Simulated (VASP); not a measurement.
A cell of AgSb (relaxed from the rocksalt structure, space group Fm-3m) near equilibrium:

```
CELL_PARAMETERS angstrom
      0.00000     2.86636     2.86636
      2.86636     0.00000     2.86636
      2.86636     2.86636     0.00000
ATOMIC_POSITIONS crystal
  Sb 0.00000 0.00000 0.00000
  Ag 0.50000 0.50000 0.50000
```

Computed with r2SCAN meta-GGA, VASP's PBE PAW potentials (set 64) (plane waves; VASP).

```csv
run,ΔE (meV/atom),σxx,σyy,σzz,"largest shear component, with its sign (GPa)",largest force (eV/Å)
as it is,0.0,0.20,0.20,0.20,0.00,0.000
after one change,4.9,0.17,0.17,0.72,0.00,0.264
```
Stress is in GPa, positive when the cell is compressed.

### Question
Which change was made?
(A) atom 2 (Ag) moved by -0.200 Å along y
(B) atom 2 (Ag) moved by 0.075 Å along z
(C) atom 1 (Sb) moved by -0.025 Å along y
(D) atom 1 (Sb) moved by -0.050 Å along x

### Answer
B, atom 2 (Ag) moved by 0.075 Å along z

The structure was generated: AgSb was put into the rocksalt type (Fm-3m), which need not be its known phase.
